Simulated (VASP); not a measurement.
# MgC18 in VASP: a series of runs

One slab, MgC18, is run at these levels: PBE+D3(BJ); tasks: single point.

All numbers are computed with VASP 6.6.1; they aren't measurements. Logs are shortened: lines on timing, memory, paths and dates and some standing lists are left out, and cuts for length are marked.

**1. Starting point**

The cell holds a slab with vacuum, 19 atoms: a = 7.398 Å, b = 7.398 Å, c = 11.000 Å, α = 90.00°, β = 90.00°, γ = 120.00°.

The cell was built by a generator and needn't be a form met in nature.

**2. Single point, PBE+D3(BJ)**

The input, INCAR:

```
SYSTEM = MgC18
PREC     = Accurate       ! precision mode
ENCUT    = 520            ! plane-wave cutoff, eV
EDIFF    = 1E-7           ! SCF threshold, eV
ISMEAR   = -1             ! smearing method
SIGMA    = 0.05           ! smearing width, eV
LREAL    = Auto         
LASPH    = .TRUE.         ! aspherical terms in the spheres
NELM     = 100            ! most SCF steps
ALGO     = Normal         ! electronic algorithm
ISIF     = 2              ! what is computed and relaxed
LWAVE    = .FALSE.        ! write WAVECAR
LCHARG   = .FALSE.        ! write CHGCAR
GGA      = PE             ! functional
IVDW     = 12             ! dispersion correction
NBANDS   = 52             ! bands
```

The input, KPOINTS:

```
Automatic mesh
0
G
  2 2 1
  0 0 0
```

The input, POSCAR:

```
MgC18
1.0
    7.3980000000      0.0000000000      0.0000000000
   -3.6990000000      6.4068560000      0.0000000000
    0.0000000000      0.0000000000     11.0000000000
C Mg
18 1
Direct
    0.0019192412      0.0003683554      0.0842261818
    0.2236682152      0.1112683038      0.0839276364
    0.0009708683      0.3338192711      0.0847465455
    0.2246176117      0.4456488487      0.0846488182
    0.0020938037      0.6680713598      0.0844575455
    0.2235144651      0.7787566944      0.0841154545
    0.3344216451      0.0005283403      0.0838910000
    0.5580488692      0.1123510502      0.0843008182
    0.3355026010      0.3348973350      0.0843433636
    0.5568226258      0.4455089985      0.0847162727
    0.3353462276      0.6669644206      0.0845194545
    0.5569715336      0.7778181685      0.0847429091
    0.6688089705      0.0014735777      0.0846598182
    0.8901157778      0.1121926261      0.0846051818
    0.6686615277      0.3336780162      0.0846920000
    0.8902777120      0.4444399874      0.0847763636
    0.6675953269      0.6671295562      0.0848296364
    0.8912254340      0.7789458667      0.0845271818
    0.1712379857      0.9389415027      0.3829103636
```

Potentials or basis: VASP PAW PBE potentials, release 64 (C, Mg).

On the command line:

```sh
cat potpaw_PBE.64/C/POTCAR potpaw_PBE.64/Mg/POTCAR > POTCAR
mpirun -np 1 vasp_std > vasp.out
```

OUTCAR:

```text
SYSTEM = MgC18
   PREC = Accurate
   ENCUT = 520
   EDIFF = 1E-7
   ISMEAR = -1
   LREAL = Auto
   LASPH = .TRUE.
   NELM = 100
   ISIF = 2
   GGA = PE
   IVDW = 12
 IVDW          = 12

 ion  position               nearest neighbor table
   1  0.002  0.000  0.084-  18 1.42   2 1.42  14 1.43
   2  0.224  0.111  0.084-   7 1.42   1 1.42   9 1.43
   3  0.001  0.334  0.085-  16 1.42  14 1.42   4 1.43
   4  0.225  0.446  0.085-  11 1.42   9 1.42   3 1.43
   5  0.002  0.668  0.084-   6 1.42  18 1.42  16 1.43
   6  0.224  0.779  0.084-   5 1.42   7 1.42  11 1.43
[... 10 lines left out ...]
  17  0.668  0.667  0.085-  12 1.42  10 1.42  18 1.43
  18  0.891  0.779  0.085-   1 1.42   5 1.42  17 1.43
  19  0.171  0.939  0.383-

  LATTYP: Found a hexagonal cell.
 ALAT       =     7.3980000000
 C/A-ratio  =     1.4868883482

  Lattice vectors:

 A1 = (   7.3980000000,   0.0000000000,   0.0000000000)
 A2 = (  -3.6990000000,   6.4068560000,   0.0000000000)
 A3 = (   0.0000000000,   0.0000000000,  11.0000000000)

Analysis of symmetry for initial positions (statically):
=====================================================================
 Subroutine PRICEL returns:
 Original cell was already a primitive cell.

 Routine SETGRP: Setting up the symmetry group for a
 hexagonal supercell.

 Subroutine GETGRP returns: Found  1 space group operations
 (whereof  1 operations were pure point group operations)
 out of a pool of 24 trial point group operations.

The static configuration has the point symmetry C_1 .

Analysis of symmetry for dynamics (positions and initial velocities):
=====================================================================
 Subroutine PRICEL returns:
 Original cell was already a primitive cell.

 Routine SETGRP: Setting up the symmetry group for a
 hexagonal supercell.

 Subroutine GETGRP returns: Found  1 space group operations
 (whereof  1 operations were pure point group operations)
 out of a pool of 24 trial point group operations.

The dynamic configuration has the point symmetry C_1 .

 Subroutine INISYM returns: Found  1 space group operations
 (whereof  1 operations are pure point group operations),
 and found     1 'primitive' translations

----------------------------------------------------------------------------------------

                                     Primitive cell

  volume of cell :     521.3771

  direct lattice vectors                    reciprocal lattice vectors
     7.398000000  0.000000000  0.000000000     0.135171668  0.078041398  0.000000000
    -3.699000000  6.406856000  0.000000000     0.000000000  0.156082796  0.000000000
     0.000000000  0.000000000 11.000000000     0.000000000  0.000000000  0.090909091

  length of vectors
     7.398000000  7.398000054 11.000000000     0.156082797  0.156082796  0.090909091

  position of ions in fractional coordinates (direct lattice)
     0.001919241  0.000368355  0.084226182
     0.223668215  0.111268304  0.083927636
     0.000970868  0.333819271  0.084746546
     0.224617612  0.445648849  0.084648818
     0.002093804  0.668071360  0.084457546
     0.223514465  0.778756694  0.084115455
[... 11 lines left out ...]
     0.891225434  0.778945867  0.084527182
     0.171237986  0.938941503  0.382910364

  ion indices of the primitive-cell ions
   primitive index   ion index
                 1           1
                 2           2
                 3           3
                 4           4
                 5           5
                 6           6
[... 11 lines left out ...]
                18          18
                19          19

----------------------------------------------------------------------------------------

 KPOINTS: Automatic mesh

Automatic generation of k-mesh.
 Grid dimensions read from file:
 generate k-points for:    2    2    1

 Generating k-lattice:

  Cartesian coordinates                     Fractional coordinates (reciprocal lattice)
     0.067585834  0.039020699  0.000000000     0.500000000 -0.000000000  0.000000000
     0.000000000  0.078041398  0.000000000     0.000000000  0.500000000  0.000000000
     0.000000000  0.000000000  0.090909091     0.000000000  0.000000000  1.000000000

  Length of vectors
     0.078041399  0.078041398  0.090909091

  Shift w.r.t. Gamma in fractional coordinates (k-lattice)
     0.000000000  0.000000000  0.000000000

 Subroutine IBZKPT returns following result:
 ===========================================

 Found      4 irreducible k-points:

 Following reciprocal coordinates:
            Coordinates               Weight
  0.000000  0.000000  0.000000      1.000000
  0.500000 -0.000000  0.000000      1.000000
  0.000000  0.500000  0.000000      1.000000
  0.500000  0.500000  0.000000      1.000000
   k-points           NKPTS =      4   k-points in BZ     NKDIM =      4   number of bands    NBANDS=     52
   number of dos      NEDOS =    301   number of ions     NIONS =     19
   total plane-waves  NPLWV = 263424
   dimension x,y,z NGX =    56 NGY =   56 NGZ =   84
   dimension x,y,z NGXF=   112 NGYF=  112 NGZF=  168
   ions per type =              18   1
   NGX,Y,Z   is equivalent  to a cutoff of  12.58, 12.58, 12.70 a.u.
   NGXF,Y,Z  is equivalent  to a cutoff of  25.17, 25.17, 25.39 a.u.
 SYSTEM =  MgC18
   PREC   = accura    normal or accurate (medium, high low for compatibility)
   ISTART =      0    job   : 0-new  1-cont  2-samecut
   ICHARG =      2    charge: 1-file 2-atom 10-const
   ISPIN  =      1    spin polarized calculation?
   LNONCOLLINEAR =      F non collinear calculations
   LSORBIT =      F    spin-orbit coupling
   LASPH  =      T    aspherical Exc in radial PAW
   ENCUT  =  520.0 eV  38.22 Ry    6.18 a.u.  13.76 13.76 20.45*2*pi/ulx,y,z
   NELM   =    100;   NELMIN=  2; NELMDL= -5     # of ELM steps
   EDIFF  = 0.1E-06   stopping-criterion for ELM
   LREAL  =      T    real-space projection
   EDIFFG = 0.1E-05   stopping-criterion for IOM
   NSW    =      0    number of steps for IOM
   IBRION =     -1    ionic relax: 0-MD 1-quasi-New 2-CG
   NFREE  =      0    steps in history (QN), initial steepest desc. (CG)
   ISIF   =      2    stress and relaxation
   ISYM   =      2    0-nonsym 1-usesym 2-fastsym
   POTIM  = 0.5000    time-step for ionic-motion
   TEBEG  =    0.0;   TEEND  =   0.0 temperature during run
   PSTRESS=    0.0 pullay stress
   NELECT =      74.0000    total number of electrons
   NUPDOWN=      -1.0000    fix difference up-down
   EMIN   =  10.00;   EMAX   =-10.00  energy-range for DOS
   EFERMI =   0.00;   METHOD = LEGACY
   ISMEAR =    -1;   SIGMA  =   0.05  broadening in eV -4-tet -1-fermi 0-gaus
   EFERMI_NEDOS =   21; number of points for ismear=-14 and -15
   IALGO  =     38    algorithm
   IMIX   =      4    mixing-type and parameters
     AMIX     =   0.40;   BMIX     =  1.00
     AMIX_MAG =   1.60;   BMIX_MAG =  1.00
  volume/ion in A,a.u.               =      27.44       185.18
  Fermi-wavevector in a.u.,A,eV,Ry     =   0.853955  1.613740  9.921890  0.729238
  Thomas-Fermi vector in A             =   1.970477
   LORBIT       =      0    0 simple, 1 ext, 2 COOP (PROOUT), +10 PAW based schemes
   GGA     = PE    functional components
   LHFCALC =     F    Hartree Fock is set to
   AEXX    =    0.0000 exact exchange contribution
   IVDW    =    12    specifies the selected vdW correction
   LEPSILON=     F    determine dielectric tensor
   LRPA    =     F    only Hartree local field effects (RPA)
 non-spin polarized calculation
  energy-cutoff  :      520.00
  volume of cell :      521.38
 maximum number of plane-waves:     14099
 NGX is ok and might be reduce to    56
   NGX = 27   NGY = 27   NGZ = 41

 number of electron      73.9999999 magnetization

 Free energy of the ion-electron system (eV)
  ---------------------------------------------------
  ext. energy  EPLUGINS =         0.00000000
  ---------------------------------------------------
  free energy    TOTEN  =      -165.62154002 eV

  energy without entropy =     -165.55976376  energy(sigma->0) =     -165.59065189

 E-fermi :  -1.2872     XC(G=0):  -4.7800

 val. band max:       -1.3518830635   @ k =   0.0000   0.0000   0.0000
 cond. band min:      -1.2320212231   @ k =   0.0000   0.0000   0.0000
 fundamental gap:      0.1198618405
 Fermi energy:        -1.2871568196

 k-point     1 :       0.0000    0.0000    0.0000
  band No.  band energies     occupation
      1     -20.8049      2.00000
      2     -18.2783      2.00000
      3     -18.2543      2.00000
      4     -18.2074      2.00000
      5     -18.2047      2.00000
      6     -18.1884      2.00000
[... 41 lines left out ...]
     48       3.6123      0.00000
     49       3.6684      0.00000

 k-point     2 :       0.5000   -0.0000    0.0000
  band No.  band energies     occupation
      1     -20.1579      2.00000
      2     -20.1431      2.00000
      3     -18.8819      2.00000
      4     -18.8335      2.00000
      5     -16.3969      2.00000
      6     -16.3900      2.00000
[... 41 lines left out ...]
     48       3.7838      0.00000
     49       4.1564      0.00000

 k-point     3 :       0.0000    0.5000    0.0000
  band No.  band energies     occupation
      1     -20.1579      2.00000
      2     -20.1431      2.00000
      3     -18.8818      2.00000
      4     -18.8336      2.00000
      5     -16.3967      2.00000
      6     -16.3899      2.00000
[... 41 lines left out ...]
     48       3.7837      0.00000
     49       4.1566      0.00000

 k-point     4 :       0.5000    0.5000    0.0000
  band No.  band energies     occupation
      1     -20.1578      2.00000
      2     -20.1432      2.00000
      3     -18.8815      2.00000
      4     -18.8339      2.00000
      5     -16.3963      2.00000
      6     -16.3898      2.00000
[... 41 lines left out ...]
     48       3.7837      0.00000
     49       4.1570      0.00000
 [bands above 49 left out]

------------------------ aborting loop because EDIFF is reached ----------------------------------------

 Edisp (eV)   -1.89931

 E8    (eV) :    -0.6009

  FORCE on cell =-STRESS in cart. coord.  units (eV):
  Direction    XX          YY          ZZ          XY          YZ          ZX
  --------------------------------------------------------------------------------------
  -------------------------------------------------------------------------------------
  Total       1.13298     1.10213    -0.33580    -0.04044    -0.02461    -0.02064
  in kB       3.48162     3.38682    -1.03190    -0.12428    -0.07564    -0.06343
  external pressure =        1.95 kB  Pullay stress =        0.00 kB

 VOLUME and BASIS-vectors are now :
 -----------------------------------------------------------------------------
  energy-cutoff  :      520.00
  volume of cell :      521.38
      direct lattice vectors                 reciprocal lattice vectors
     7.398000000  0.000000000  0.000000000     0.135171668  0.078041398  0.000000000
    -3.699000000  6.406856000  0.000000000     0.000000000  0.156082796  0.000000000
     0.000000000  0.000000000 11.000000000     0.000000000  0.000000000  0.090909091

 POSITION                                       TOTAL-FORCE (eV/Angst)
 -----------------------------------------------------------------------------------
      0.01284      0.00236      0.92649         0.004391     -0.002322     -0.003510
      1.24312      0.71288      0.92320        -0.007250      0.003138     -0.002781
     -1.22762      2.13873      0.93221        -0.002111     -0.005216      0.002507
      0.01327      2.85521      0.93114         0.006138      0.008699      0.002875
     -2.45571      4.28024      0.92903         0.001375      0.006426      0.004719
     -1.22706      4.98938      0.92527        -0.000649      0.003941      0.000745
[... 11 lines left out ...]
      3.71196      4.99059      0.92980         0.006009      0.003996      0.001034
     -2.20633      6.01566      4.21201        -0.006112     -0.007388      0.003194
 -----------------------------------------------------------------------------------
    total drift:                                0.006112      0.000557      0.044635

  FREE ENERGIE OF THE ION-ELECTRON SYSTEM (eV)
  ---------------------------------------------------
  free  energy   TOTEN  =      -167.5208461697 eV

  energy  without entropy=     -167.4590699098  energy(sigma->0) =     -167.48995804
```

Run time: 3.1 min. Hardware: 1 thread of Intel Xeon Platinum 8488C (Sapphire Rapids), shared host; peak memory 0.54 GiB.

What came out:

- Free energy: -167.5208 eV
- Largest force: 0.014 eV/Å
- Band gap on the k mesh: 0.12 eV, direct
- Dispersion energy per atom: -0.100 eV

Forces on the atoms (eV/Å):
```
C    0.004 -0.002 -0.004
C   -0.007  0.003 -0.003
C   -0.002 -0.005  0.003
C    0.006  0.009  0.003
C    0.001  0.006  0.005
C   -0.001  0.004  0.001
C    0.007 -0.011 -0.005
C    0.010  0.005 -0.001
C   -0.005  0.009 -0.002
C   -0.005  0.008 -0.005
C    0.013 -0.004 -0.001
C   -0.005 -0.012  0.002
C   -0.007 -0.002  0.001
C   -0.005  0.009  0.004
C    0.007  0.002 -0.002
C   -0.002 -0.007 -0.002
C   -0.011 -0.007  0.002
C    0.006  0.004  0.001
Mg  -0.006 -0.007  0.003
```

Caveat: the k mesh is coarse (spacing up to 0.49 Å⁻¹), so the values aren't converged. PBE gaps usually lie below the measured ones, often by a third to a half.

[end of part 1 of 2]
